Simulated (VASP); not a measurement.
Input:

```
KMgF3
1.0
    4.03232     0.00000     0.00000
    0.00000     4.03232     0.00000
    0.00000     0.00000     4.03232
K Mg F
1 1 3
Direct
  0.00000   0.00000   0.00000
  0.50000   0.50000   0.50000
  0.50000   0.00000   0.50000
  0.00000   0.50000   0.50000
  0.50000   0.50000   0.00000
```

Computed with PBE GGA with D3 dispersion (zero damping), VASP's PBE PAW potentials (set 64) (plane waves; VASP 6.6.1). Run with 520 eV cut-off, Gaussian smearing of 0.050 eV, potentials K_sv Mg F.

Question: Give the energies of bands 8 to 17 at the high-symmetry points, in eV from the valence-band maximum.

Answer: 
```tsv
band	Γ	X	M	R
8	-2.35	-2.21	-3.01	-3.78
9	-2.35	-2.21	-2.04	-1.61
10	-2.35	-2.12	-1.83	-1.61
11	-0.59	-1.38	-1.10	-1.61
12	-0.59	-0.82	-0.98	-1.09
13	-0.59	-0.82	-0.98	-1.09
14	-0.32	-0.82	-0.86	0.00
15	-0.32	-0.51	-0.86	0.00
16	-0.32	-0.51	-0.02	0.00
17	7.05	9.90	10.71	10.31
```

The gap is indirect, 7.05 eV, from the valence maximum at R to the conduction minimum at Γ.

Measured: gap 12.40 eV (computed value off by -5.35 eV), as given by M. Sahnoun et al., Materials Chemistry and Physics (2004), doi:10.1016/j.matchemphys.2004.11.019.

The compound is KMgF3 in the cubic perovskite structure. It was relaxed first.
